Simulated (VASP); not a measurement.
Output of a VASP run:

File OSZICAR:
```
       N       E                     dE             d eps       ncg     rms          rms(c)
DAV:   1     0.107396882520E+03    0.10740E+03   -0.11071E+04  2624   0.242E+03
DAV:   2    -0.449433100961E+01   -0.11189E+03   -0.10849E+03  2520   0.320E+02
DAV:   3    -0.742160438742E+01   -0.29273E+01   -0.29143E+01  2990   0.707E+01
DAV:   4    -0.744238970267E+01   -0.20785E-01   -0.20780E-01  3131   0.535E+00
DAV:   5    -0.744262597171E+01   -0.23627E-03   -0.23626E-03  3153   0.587E-01    0.106E+01
DAV:   6    -0.719698784519E+01    0.24564E+00   -0.20728E+01  2766   0.122E+02    0.652E+00
DAV:   7    -0.609499310189E+01    0.11020E+01   -0.45738E+00  2746   0.128E+02    0.241E+00
DAV:   8    -0.610021845954E+01   -0.52254E-02   -0.26147E-01  3356   0.728E+00    0.139E+00
DAV:   9    -0.608889688038E+01    0.11322E-01   -0.21314E-02  3152   0.379E+00    0.730E-02
DAV:  10    -0.608887435064E+01    0.22530E-04   -0.52819E-04  3026   0.315E-01    0.239E-02
DAV:  11    -0.608887892838E+01   -0.45777E-05   -0.72607E-06  3541   0.388E-02    0.112E-02
DAV:  12    -0.608887851191E+01    0.41647E-06   -0.81100E-07  3509   0.235E-02    0.739E-04
DAV:  13    -0.608887852276E+01   -0.10847E-07   -0.83002E-08  1906   0.796E-03
   1 F= -.60888785E+01 E0= -.60888782E+01  d E =-.953647E-06
```

### OUTCAR
```
------------------------ aborting loop because EDIFF is reached ----------------------------------------
  FORCE on cell =-STRESS in cart. coord.  units (eV):
  Direction    XX          YY          ZZ          XY          YZ          ZX
  --------------------------------------------------------------------------------------
  Total        0.1392909      0.1392909      0.1392909     -0.0000000     -0.0000000     -0.0000000
  in kB        9.0852557      9.0852557      9.0852557     -0.0000000     -0.0000000     -0.0000000
  external PRESSURE =       9.0852557 kB  Pullay stress =       0.0000000 kB
  volume of cell :       24.56
      direct lattice vectors                 reciprocal lattice vectors
     2.906912982  0.000000000  0.000000000     0.344007546  0.000000000  0.000000000
     0.000000000  2.906912982  0.000000000     0.000000000  0.344007546  0.000000000
     0.000000000  0.000000000  2.906912982     0.000000000  0.000000000  0.344007546
 POSITION                                       TOTAL-FORCE (eV/Angst)
 -----------------------------------------------------------------------------------
      1.45346      1.45346      1.45346         0.000000      0.000000      0.000000
      0.00000      0.00000      0.00000         0.000000      0.000000      0.000000
 -----------------------------------------------------------------------------------
    total drift:                                0.000000      0.000000     -0.000000
  FREE ENERGIE OF THE ION-ELECTRON SYSTEM (eV)
  ---------------------------------------------------
  free  energy   TOTEN  =        -6.0888785228 eV

  energy  without entropy=       -6.0888775691  energy(sigma->0) =       -6.08887820
```
(Selected blocks of OUTCAR.)

### POSCAR
```
CuZn
1
    2.9069129820     0.0000000000     0.0000000000
    0.0000000000     2.9069129820     0.0000000000
    0.0000000000     0.0000000000     2.9069129820
Zn Cu
1 1
Direct
  0.5000000000   0.5000000000   0.5000000000
  0.0000000000   0.0000000000   0.0000000000
```

**Question.** Write an INCAR and KPOINTS that could have produced this output.

**Answer.** One answer among several that fit: the input of the run itself, PBEsol GGA, plane waves, VASP's PBE PAW potentials (set 64).

### INCAR
```
! general
SYSTEM  = CuZn
PREC    = Accurate
ENCUT   = 480
LREAL   = .FALSE.
LASPH   = .TRUE.   ! aspherical one-centre terms

! electronic loop
EDIFF   = 1E-7
NELM    = 100
ALGO    = Normal   ! blocked Davidson
LMAXMIX = 4

! smearing
ISMEAR  = 1   ! Methfessel-Paxton
SIGMA   = 0.1

! functional
GGA     = PS   ! PBEsol

! ions
ISIF    = 2

! output
LWAVE   = .FALSE.
LCHARG  = .FALSE.
```

File KPOINTS:
```
Automatic mesh
0
Gamma
12 12 12
0 0 0
```

POTCAR, in this order: Zn Cu (PBE.64 set). Program: vasp_std.

The compound is CuZn in the CsCl type structure. It was relaxed first. The electron count is odd and the run is not spin-polarised, which forces a metal.
